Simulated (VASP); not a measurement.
Here is the system:

```xyz
2
Lattice="0.0000 2.1624 2.1624 2.1624 0.0000 2.1624 2.1624 2.1624 0.0000" Properties=species:S:1:pos:R:3 pbc="T T T"
Ti     0.0000     0.0000     0.0000
N      2.1624     2.1624     2.1624
```

These are PBE GGA + U (Dudarev), VASP's PBE PAW potentials (set 64) (plane waves; VASP 6.6.1) values and carry that method's errors. Numerical set-up: 520 eV cut-off, 13×13×13 Γ-centred mesh, first-order Methfessel-Paxton smearing of 0.10 eV, potentials Ti_sv N, U − J: Ti 2.00 eV.

**Question.** Give the stress tensor in GPa (positive for a compressed cell).

**Answer.** 
```
-7.99   0.00   0.00
 0.00  -7.99   0.00
 0.00   0.00  -7.99
```
The pressure is its mean diagonal, -7.99 GPa.

The compound is TiN in the rock salt structure. The cell was not relaxed at this level. The run is one of a series of settings (LDAU = .TRUE., LDAUJ = 0 0, LDAUL = 2 -1, LDAUTYPE = 2, LDAUU = 2.0 0 against the base run), some of them coarse on purpose. The electron count is odd and the run is not spin-polarised, which forces a metal.
